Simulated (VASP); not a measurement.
OSZICAR of a VASP run on Ni3Si (L1_2):

OSZICAR:
```
       N       E                     dE             d eps       ncg     rms          rms(c)
DAV:   1     0.185884587424E+03    0.18588E+03   -0.13731E+04  1470   0.181E+03
DAV:   2    -0.643237505836E+01   -0.19232E+03   -0.18523E+03  1470   0.331E+02
DAV:   3    -0.160489332208E+02   -0.96166E+01   -0.93490E+01  1578   0.105E+02
DAV:   4    -0.162077240622E+02   -0.15879E+00   -0.15775E+00  1690   0.118E+01
DAV:   5    -0.162124538337E+02   -0.47298E-02   -0.47285E-02  1724   0.196E+00    0.163E+01
DAV:   6    -0.161953793333E+02    0.17075E-01   -0.24913E+01  1629   0.842E+01    0.111E+01
DAV:   7    -0.145155490906E+02    0.16798E+01   -0.78126E+00  1605   0.482E+01    0.419E+00
DAV:   8    -0.144974966351E+02    0.18052E-01   -0.39448E-01  1554   0.499E+00    0.103E+00
DAV:   9    -0.144952214836E+02    0.22752E-02   -0.14756E-02  1851   0.150E+00    0.643E-01
DAV:  10    -0.144946768551E+02    0.54463E-03   -0.36886E-03  1902   0.570E-01    0.230E-01
DAV:  11    -0.144949983218E+02   -0.32147E-03   -0.95001E-04  1972   0.317E-01    0.592E-02
DAV:  12    -0.144949734673E+02    0.24854E-04   -0.21327E-04  1586   0.199E-01    0.108E-02
DAV:  13    -0.144949729291E+02    0.53827E-06   -0.10430E-05  1618   0.372E-02    0.553E-03
DAV:  14    -0.144949716635E+02    0.12656E-05   -0.57304E-07   870   0.116E-02    0.286E-03
DAV:  15    -0.144949717798E+02   -0.11637E-06   -0.21116E-07   835   0.711E-03
   1 F= -.14494972E+02 E0= -.14495031E+02  d E =0.177816E-03
```

**Question.** Which electronic solver shows in the log?

**Answer.** It is blocked Davidson (ALGO = Normal, or the opening steps of other solvers). The INCAR had ALGO = Normal.

**Question.** How was spin treated?

**Answer.** Without spin polarisation: there is no mag entry.

**Question.** Can the final energy be trusted as converged?

**Answer.** The run converged. It stopped with EDIFF = 1E-6, NELM = 100 (PBE GGA + U (Dudarev), plane waves, VASP's PBE PAW potentials (set 64)).

The compound is Ni3Si in the L1_2 structure. The cell was not relaxed at this level. The run is one of a series of settings (LDAU = .TRUE., LDAUJ = 0 0, LDAUL = -1 2, LDAUTYPE = 2, LDAUU = 0 5.0 against the base run), some of them coarse on purpose. The run is not spin-polarised, so no magnetic state was tried.
